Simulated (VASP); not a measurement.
Calculation: optB86b-vdW, VASP's PBE PAW potentials (set 64) (plane waves; VASP).

The input files of a VASP run:

### KPOINTS
```
Automatic mesh
0
Gamma
6 6 6
0 0 0
```

File POSCAR:
```
KMgF3
1
    4.0756536387     0.0000000000     0.0000000000
    0.0000000000     4.0756536387     0.0000000000
    0.0000000000     0.0000000000     4.0756536387
K Mg F
1 1 3
Direct
  0.0000000000   0.0000000000   0.0000000000
  0.5000000000   0.5000000000   0.5000000000
  0.5000000000   0.0000000000   0.5000000000
  0.0000000000   0.5000000000   0.5000000000
  0.5000000000   0.5000000000   0.0000000000
```

INCAR:
```
# general
SYSTEM    =  KMgF3
PREC      =  Accurate
ENCUT     =  520
LREAL     =  .FALSE.
LASPH     =  .TRUE.

# electronic loop
EDIFF     =  1E-7
NELM      =  100
ALGO      =  Normal

# smearing
ISMEAR    =  0
SIGMA     =  0.05

# functional
GGA       =  MK
LUSE_VDW  =  .TRUE.
AGGAC     =  0.0
PARAM1    =  0.1234
PARAM2    =  1.0

# ions
ISIF      =  2

# output
LWAVE     =  .FALSE.
LCHARG    =  .FALSE.
```

POTCAR, in this order: K_sv Mg F (PBE.64 set). Program: vasp_std.

Output of the run:

**OSZICAR**
```
       N       E                     dE             d eps       ncg     rms          rms(c)
DAV:   1     0.246607651107E+03    0.24661E+03   -0.17496E+04   800   0.154E+03
DAV:   2    -0.683247876457E+01   -0.25344E+03   -0.24435E+03  1080   0.378E+02
DAV:   3    -0.173886757256E+02   -0.10556E+02   -0.10533E+02   952   0.767E+01
DAV:   4    -0.177720579807E+02   -0.38338E+00   -0.38283E+00  1400   0.116E+01
DAV:   5    -0.177738503308E+02   -0.17924E-02   -0.17923E-02   936   0.791E-01    0.881E+00
DAV:   6    -0.156169368706E+02    0.21569E+01   -0.94886E+00   892   0.220E+01    0.374E+00
DAV:   7    -0.156036548633E+02    0.13282E-01   -0.22707E-01  1060   0.336E+00    0.235E+00
DAV:   8    -0.156005653720E+02    0.30895E-02   -0.77688E-02   936   0.302E+00    0.278E-01
DAV:   9    -0.156007527590E+02   -0.18739E-03   -0.13798E-02  1068   0.830E-01    0.130E-01
DAV:  10    -0.156010110773E+02   -0.25832E-03   -0.97104E-04  1032   0.245E-01    0.754E-02
DAV:  11    -0.156010816653E+02   -0.70588E-04   -0.30175E-04   936   0.139E-01    0.295E-02
DAV:  12    -0.156010622044E+02    0.19461E-04   -0.10856E-04   932   0.716E-02    0.253E-03
DAV:  13    -0.156010624111E+02   -0.20668E-06   -0.13753E-06   980   0.962E-03    0.152E-03
DAV:  14    -0.156010622010E+02    0.21001E-06   -0.26360E-07   784   0.397E-03    0.820E-04
DAV:  15    -0.156010622506E+02   -0.49586E-07   -0.15591E-08   620   0.113E-03
   1 F= -.15601062E+02 E0= -.15601062E+02  d E =-.834635E-11
```

### OUTCAR
```
------------------------ aborting loop because EDIFF is reached ----------------------------------------
  FORCE on cell =-STRESS in cart. coord.  units (eV):
  Direction    XX          YY          ZZ          XY          YZ          ZX
  --------------------------------------------------------------------------------------
  Total       -1.5885251     -1.5885251     -1.5885251      0.0000000      0.0000000     -0.0000000
  in kB      -37.5935092    -37.5935092    -37.5935092      0.0000000      0.0000000     -0.0000000
  external PRESSURE =     -37.5935092 kB  Pullay stress =       0.0000000 kB
  volume of cell :       67.70
      direct lattice vectors                 reciprocal lattice vectors
     4.075653639  0.000000000  0.000000000     0.245359417  0.000000000  0.000000000
     0.000000000  4.075653639  0.000000000     0.000000000  0.245359417  0.000000000
     0.000000000  0.000000000  4.075653639     0.000000000  0.000000000  0.245359417
 POSITION                                       TOTAL-FORCE (eV/Angst)
 -----------------------------------------------------------------------------------
      0.00000      0.00000      0.00000         0.000000      0.000000      0.000000
      2.03783      2.03783      2.03783         0.000000      0.000000      0.000000
      2.03783      0.00000      2.03783         0.000000      0.000000      0.000000
      0.00000      2.03783      2.03783         0.000000      0.000000      0.000000
      2.03783      2.03783      0.00000         0.000000      0.000000      0.000000
 -----------------------------------------------------------------------------------
    total drift:                                0.000000      0.000000     -0.000000
  FREE ENERGIE OF THE ION-ELECTRON SYSTEM (eV)
  ---------------------------------------------------
  free  energy   TOTEN  =       -15.6010622506 eV

  energy  without entropy=      -15.6010622506  energy(sigma->0) =      -15.60106225
```
(Selected blocks of OUTCAR.)

The compound is KMgF3 in the cubic perovskite structure. This cell is one point of a volume scan, at 1.06 of the reference volume.
